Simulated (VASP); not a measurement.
Input:

```
CELL_PARAMETERS angstrom
      1.62690    -2.81787     0.00000
      1.62690     2.81787     0.00000
      0.00000     0.00000     5.29380
ATOMIC_POSITIONS crystal
  Ga 0.66667 0.33333 0.50000
  Ga 0.33333 0.66667 0.00000
  N  0.66667 0.33333 0.87700
  N  0.33333 0.66667 0.37700
```

Computed with PBE GGA, VASP's PBE PAW potentials (set 64) (plane waves; VASP). Run with ADDGRID = .TRUE., 520 eV cut-off, 7×7×4 Γ-centred mesh, Gaussian smearing of 0.050 eV, potentials Ga_d N.

**Question.** Give the stress tensor in GPa (positive for a compressed cell).

**Answer.** 
```
-5.08   0.00   0.00
 0.00  -5.08   0.00
 0.00   0.00  -4.72
```
The pressure is its mean diagonal, -4.96 GPa.

The compound is GaN in the wurtzite structure. The cell was not relaxed at this level. The run is one of a series of settings (ADDGRID = .TRUE. against the base run), some of them coarse on purpose.
